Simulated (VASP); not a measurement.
Sn3P2: density of states with PBE

Sn3P2:

```
Sn P
1.0
     3.90591    0.00000    0.00000
    -1.95295    3.38261    0.00000
     0.00000    0.00000   18.52362
Sn P
6 4
Direct
  0.00000 0.00000 0.25000
  0.00000 0.00000 0.75000
  0.33333 0.66667 0.93080
  0.66667 0.33333 0.43080
  0.33333 0.66667 0.56920
  0.66667 0.33333 0.06920
  0.33333 0.66667 0.15012
  0.66667 0.33333 0.65012
  0.33333 0.66667 0.34988
  0.66667 0.33333 0.84988
```

The cell was built by a generator and needn't be a form met in nature.

```
Program                 : VASP 6.6.1
Task                    : density of states
Functional              : PBE
Potentials or basis     : VASP PAW PBE potentials, release 64 (Sn_d, P)
Cutoff                  : 520 eV
k mesh                  : 8 × 8 × 2
Occupations             : gaussian, width 0.1 eV
Spin                    : no spin polarisation
k mesh for the DOS      : 12 × 12 × 3
Occupations for the DOS : tetrahedron
Further INCAR settings  : ALGO = Normal; EDIFF = 1e-07
```

| Item | Value |
| --- | --- |
| Valence electrons inside the program's atomic spheres | Sn 12.10, 12.18; P 2.45 |

Levels at points of the mesh, in eV from the Fermi level:
| k point | band 48 | band 49 | band 50 | band 51 | band 52 | band 53 | band 54 | band 55 | band 56 | band 57 |
| --- | --- | --- | --- | --- | --- | --- | --- | --- | --- | --- |
| (0.00, 0.00, 0.00) | -0.80 | -0.80 | -0.11 | 0.00 | 1.20 | 1.83 | 1.87 | 1.87 | 2.17 | 2.17 |
| (0.50, 0.00, 0.00) | -2.28 | -2.00 | -1.75 | -1.57 | -1.45 | 0.39 | 0.44 | 0.52 | 0.72 | 1.01 |

States per cell in windows of 1 eV (zero at the Fermi level; states under -8 eV left out):
```
from (eV)  total  P7_p  P8_p  P9_p  P10_p  Sn3_p  Sn4_p
     -8.0   5.08  0.08  0.08  0.08   0.08   0.02   0.02
     -7.0   4.02  0.06  0.06  0.06   0.06   0.03   0.03
     -6.0   1.27  0.02  0.02  0.02   0.02   0.01   0.01
     -5.0   4.32  0.17  0.17  0.17   0.17   0.13   0.13
     -4.0   4.52  0.20  0.20  0.20   0.20   0.14   0.14
     -3.0   6.76  0.35  0.35  0.35   0.35   0.23   0.23
     -2.0   6.08  0.35  0.35  0.35   0.35   0.21   0.21
     -1.0   3.23  0.13  0.13  0.13   0.13   0.12   0.12
      0.0   4.32  0.11  0.11  0.11   0.11   0.17   0.17
      1.0   5.64  0.10  0.10  0.10   0.10   0.27   0.27
      2.0   5.04  0.13  0.13  0.13   0.13   0.23   0.23
      3.0   4.83  0.18  0.18  0.18   0.18   0.21   0.21
      4.0   0.00  0.00  0.00  0.00   0.00   0.00   0.00
```

Wall time 2.1 min on 4 MPI ranks on Intel(R) Xeon(R) 6975P-C (Granite Rapids), on a shared host, peak memory 0.57 GiB a rank.
